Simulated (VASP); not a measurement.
Here is a VASP 6.6.1 calculation.

Contents of INCAR:

```
  PREC = Normal
  ENCUT = 520
  EDIFF = 1E-4
  ISMEAR = 0
  SIGMA = 0.15
  LREAL = F
  LASPH = T
  NELM = 60
  ALGO = Fast
  ISIF = 3
  LWAVE = F
  LCHARG = F
  GGA = PE
  IBRION = 2
  NSW = 24
  EDIFFG = -0.08
```

File KPOINTS:

```
regular mesh
0
Gamma
  3 3 4
```

Contents of POSCAR:

```
TiSnS4
1.0
    3.9150179500     -3.9819619900      0.0000000000
    3.9150179500      3.9819619900      0.0000000000
    0.0000000000      0.0000000000      3.8484206900
Ti Sn S
1 1 4
Direct
    0.5000000000      0.5000000000      0.5000000000
    0.0000000000      0.0000000000      0.0000000000
    0.3063420100      0.3063420100      0.0000000000
    0.1917250100      0.8082749900      0.5000000000
    0.8082749900      0.1917250100      0.5000000000
    0.6936579900      0.6936579900      0.0000000000
```

Potentials or basis: VASP PAW PBE potentials, release 64 (Ti_sv, Sn_d, S).

Run with:

```console
$ cat potpaw_PBE.64/Ti_sv/POTCAR potpaw_PBE.64/Sn_d/POTCAR potpaw_PBE.64/S/POTCAR > POTCAR
$ mpirun -np 1 vasp_std > vasp.out
```

Task: Predict the band gap on the k mesh.

Result: 0.41 eV, direct.

Task: What does it give for the relaxed volume?

Result: 21.89 Å³/atom.

Task: Estimate the space group after relaxing (to 0.05 Å).

Result: Cmmm (No. 65).

Task: Estimate the relaxed cell.

Result: a = 5.964 Å, b = 5.964 Å, c = 3.692 Å, α = 90.00°, β = 90.00°, γ = 89.13°.

Final structure:
```yaml
crystal:
  lattice:
    - [4.24945, -4.18511, 0.00000]
    - [4.24945, 4.18511, 0.00000]
    - [0.00000, 0.00000, 3.69177]
  atoms:
    - { symbol: Ti, position: [0.50000, 0.50000, 0.50000] }
    - { symbol: Sn, position: [0.00000, 0.00000, 0.00000] }
    - { symbol: S, position: [0.31672, 0.31672, 0.00000] }
    - { symbol: S, position: [0.20399, 0.79601, 0.50000] }
    - { symbol: S, position: [0.79601, 0.20399, 0.50000] }
    - { symbol: S, position: [0.68328, 0.68328, 0.00000] }
```

Caveat: spin-orbit coupling is left out, which moves the levels of the heavy elements; an odd mesh through Γ misses points on the zone boundary, where band edges often lie.
